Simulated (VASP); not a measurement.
Level of theory: HSE06 screened hybrid, VASP's PBE PAW potentials (set 64) (plane waves; VASP).

A VASP calculation is set up with these files.

**KPOINTS**
```
Automatic mesh
0
Gamma
6 6 1
0 0 0
```

### POSCAR
```
WS2
1
    3.1853150251     0.0000000000     0.0000000000
   -1.5926575125     2.7585638813     0.0000000000
    0.0000000000     0.0000000000    19.0753329649
W S
1 2
Direct
  0.6666670000   0.3333330000   0.5000000000
  0.3333330000   0.6666670000   0.4176051805
  0.3333330000   0.6666670000   0.5823948195
```

**INCAR**
```
SYSTEM = WS2
PREC = Accurate; ENCUT = 400; LREAL = .FALSE.
LASPH = .TRUE.; ISYM = 3
EDIFF = 1E-6; NELM = 60; ALGO = Normal
LMAXMIX = 6
ISMEAR = 0; SIGMA = 0.05
GGA = PE; LHFCALC = .TRUE.; AEXX = 0.25
HFSCREEN = 0.2; PRECFOCK = Fast
ISIF = 2
LWAVE = .FALSE.; LCHARG = .FALSE.
```

File KPOINTS_OPT:
```
named points and PBE's band edges
4
Reciprocal
  0.000000   0.000000   0.000000 1 ! GAMMA
  0.333330   0.333330   0.000000 1 ! K
  0.500000   0.000000   0.000000 1 ! M
  0.339080   0.321840   0.000000 1 ! near an edge
```

POTCAR, in this order: W_sv S (PBE.64 set). Program: vasp_std. Read from the step before: WAVECAR.

What VASP printed:

### OUTCAR
```
 ion  position               nearest neighbor table
   1  0.667  0.333  0.500-   2 2.42   3 2.42   2 2.42   3 2.42   2 2.42   3 2.42
   2  0.333  0.667  0.418-   1 2.42   1 2.42   1 2.42
   3  0.333  0.667  0.582-   1 2.42   1 2.42   1 2.42
  LATTYP: Found a hexagonal cell.
 ALAT       =     3.1853150251
 C/A-ratio  =     5.9885232119
 Subroutine PRICEL returns:
 Original cell was already a primitive cell.
 Subroutine GETGRP returns: Found 12 space group operations
The static configuration has the point symmetry D_3h.
The dynamic configuration has the point symmetry D_3h.
 Subroutine INISYM returns: Found 12 space group operations
 Subroutine IBZKPT returns following result:
 Found      7 irreducible k-points:

 Following reciprocal coordinates:
            Coordinates               Weight
  0.000000  0.000000  0.000000      1.000000
  0.166667  0.000000  0.000000      6.000000
  0.333333  0.000000  0.000000      6.000000
  0.500000  0.000000  0.000000      3.000000
  0.166667  0.166667  0.000000      6.000000
  0.333333  0.166667  0.000000     12.000000
  0.333333  0.333333  0.000000      2.000000
 Subroutine IBZKPT_HF returns following result:
   k-points           NKPTS =      7   k-points in BZ     NKDIM =     36   number of bands    NBANDS=     17
   number of dos      NEDOS =    301   number of ions     NIONS =      3
   total plane-waves  NPLWV =  72576
   dimension x,y,z NGX =    24 NGY =   24 NGZ =  126
   dimension x,y,z NGXF=    48 NGYF=   48 NGZF=  252
   ions per type =               1   2
   PREC   = accura    normal or accurate (medium, high low for compatibility)
   ISTART =      1    job   : 0-new  1-cont  2-samecut
   ICHARG =      0    charge: 1-file 2-atom 10-const
   ISPIN  =      1    spin polarized calculation?
   LNONCOLLINEAR =      F non collinear calculations
   LSORBIT =      F    spin-orbit coupling
   INIWAV =      1    electr: 0-lowe 1-rand  2-diag
   ENCUT  =  400.0 eV  29.40 Ry    5.42 a.u.   5.19  5.19 31.11*2*pi/ulx,y,z
   NELM   =     60;   NELMIN=  2; NELMDL=  0     # of ELM steps
   EDIFF  = 0.1E-05   stopping-criterion for ELM
   LREAL  =      F    real-space projection
   NLSPLINE    = F    spline interpolate recip. space projectors
   LMAXMIX     =    6 max onsite mixed and CHGCAR
   VOSKOWN=      0    Vosko Wilk Nusair interpolation
   EDIFFG = 0.1E-04   stopping-criterion for IOM
   NSW    =      0    number of steps for IOM
   NBLOCK =      1;   KBLOCK =      1    inner block; outer block
   IBRION =     -1    ionic relax: 0-MD 1-quasi-New 2-CG
   NFREE  =      0    steps in history (QN), initial steepest desc. (CG)
   ISIF   =      2    stress and relaxation
   ISYM   =      3    0-nonsym 1-usesym 2-fastsym
   TEIN   =    0.0    initial temperature
   TEBEG  =    0.0;   TEEND  =   0.0 temperature during run
   SMASS  =  -3.00    Nose mass-parameter (am)
   PSTRESS=    0.0 pullay stress
   NELECT =      26.0000    total number of electrons
   EFERMI =   0.00;   METHOD = LEGACY
   ISMEAR =     0;   SIGMA  =   0.05  broadening in eV -4-tet -1-fermi 0-gaus
   IALGO  =     38    algorithm
   LDIAG  =      T    sub-space diagonalisation (order eigenvalues)
   IMIX   =      1    mixing-type and parameters
     AMIX     =   0.40;   BMIX     =  1.00
     AMIX_MAG =   1.60;   BMIX_MAG =  1.00
     AMIN     =   0.10
   GGA     = PE    functional components
   VOSKOWN =     0    Vosko Wilk Nusair interpolation
   LHFCALC =     T    Hartree Fock is set to
   NKREDX  =     1    reduce k-point grid by
   AEXX    =    0.2500 exact exchange contribution
   HFSCREEN=    0.2000 screening length (either q_TF or 0.3 A-1)
   HFRCUT  =    0.0000 spherical cutoff for potential kernel
   AGGAX   =    0.7500 GGA exchange part
   ALDAC   =    1.0000 LDA correlation
...
```

OSZICAR:
```
       N       E                     dE             d eps       ncg     rms          rms(c)
DAV:   1    -0.281770659661E+02   -0.28177E+02   -0.51730E-01   271   0.602E+00    0.249E+00
DAV:   2    -0.281731879967E+02    0.38780E-02   -0.65296E-02   255   0.263E+00    0.153E+00
DAV:   3    -0.281735164409E+02   -0.32844E-03   -0.62797E-03   291   0.645E-01    0.808E-01
DAV:   4    -0.281728289174E+02    0.68752E-03   -0.14387E-03   248   0.262E-01    0.424E-01
DAV:   5    -0.281728178521E+02    0.11065E-04   -0.57039E-04   258   0.137E-01    0.217E-01
DAV:   6    -0.281727949470E+02    0.22905E-04   -0.85684E-05   280   0.767E-02    0.121E-01
DAV:   7    -0.281727979503E+02   -0.30033E-05   -0.21138E-05   299   0.299E-02    0.658E-02
DAV:   8    -0.281728008560E+02   -0.29058E-05   -0.31742E-06   250   0.150E-02    0.355E-02
DAV:   9    -0.281728039021E+02   -0.30461E-05   -0.14019E-06   199   0.798E-03    0.192E-02
DAV:  10    -0.281728060097E+02   -0.21076E-05   -0.31632E-07   166   0.486E-03    0.107E-02
DAV:  11    -0.281728076485E+02   -0.16389E-05   -0.17711E-07   190   0.327E-03    0.573E-03
DAV:  12    -0.281728089468E+02   -0.12982E-05   -0.68699E-08   148   0.207E-03    0.301E-03
DAV:  13    -0.281728098524E+02   -0.90564E-06   -0.42650E-08   153   0.148E-03
   1 F= -.28172810E+02 E0= -.28172810E+02  d E =-.207072E-18
       N       E                     dE             ncg
```

OUTCAR:
```
------------------------ aborting loop because EDIFF is reached ----------------------------------------
  FORCE on cell =-STRESS in cart. coord.  units (eV):
  Direction    XX          YY          ZZ          XY          YZ          ZX
  --------------------------------------------------------------------------------------
  Total       -1.5905178     -1.5905180     -1.7465817     -0.0000000     -0.0000000      0.0000000
  in kB      -15.2034290    -15.2034306    -16.6952116     -0.0000000     -0.0000000      0.0000000
  external PRESSURE =     -15.7006904 kB  Pullay stress =       0.0000000 kB
  volume of cell :      167.61
      direct lattice vectors                 reciprocal lattice vectors
     3.185315025  0.000000000  0.000000000     0.313940691  0.181253733  0.000000000
    -1.592657512  2.758563881  0.000000000     0.000000000  0.362507465  0.000000000
     0.000000000  0.000000000 19.075332965     0.000000000  0.000000000  0.052423724
 POSITION                                       TOTAL-FORCE (eV/Angst)
 -----------------------------------------------------------------------------------
      1.59266      0.91952      9.53767         0.000000     -0.000000      0.000000
     -0.00000      1.83904      7.96596        -0.000000      0.000000      0.544542
     -0.00000      1.83904     11.10938        -0.000000      0.000000     -0.544542
 -----------------------------------------------------------------------------------
    total drift:                               -0.000162      0.000095     -0.000000
  FREE ENERGIE OF THE ION-ELECTRON SYSTEM (eV)
  ---------------------------------------------------
  free  energy   TOTEN  =       -28.1728098524 eV

  energy  without entropy=      -28.1728098524  energy(sigma->0) =      -28.17280985

  exchange ACFDT corr.  =         0.00000000  see jH, gK, PRB 81, 115126
```
(Selected blocks of OUTCAR.)

The cell holds a wide vacuum, so values per volume refer to the whole cell.

The cell is a sheet with vacuum, built from a generated structure.
